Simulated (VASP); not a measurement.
Input:

```
CuOs
1.0
    2.69400     0.00000     0.00000
    0.00000     2.69400     0.00000
    0.00000     0.00000    19.21830
Cu Os
2 2
Cartesian
  1.34700   1.34700   7.00000
  1.34700   1.34700  10.47880
  0.00000   0.00000   8.73941
  0.00000   0.00000  12.21830
```

These are PBE GGA, VASP's PBE PAW potentials (set 64) (plane waves; VASP) values and carry that method's errors. Numerical set-up: 300 eV cut-off, 7×7×1 Γ-centred mesh, Fermi-Dirac smearing of 0.050 eV, potentials Cu Os.

The cell holds a wide vacuum, so values per volume refer to the whole cell. Unless said otherwise, spin-orbit coupling is left out, though it shifts the bands of the heavy elements here.

What does the run give for the energy per atom (σ→0), largest force, band gap (on the k-mesh) with the smallest direct gap where there is one?

* **band gap (on the k-mesh)**: none (metal, semimetal or under 0.01 eV)
* **energy per atom (σ→0)**: -6.447 eV/atom
* **largest force**: 0.01429 Ha/bohr

The absolute energy has meaning only against runs of the same code, potentials and settings.

The cell is a sheet with vacuum, built from a generated structure.
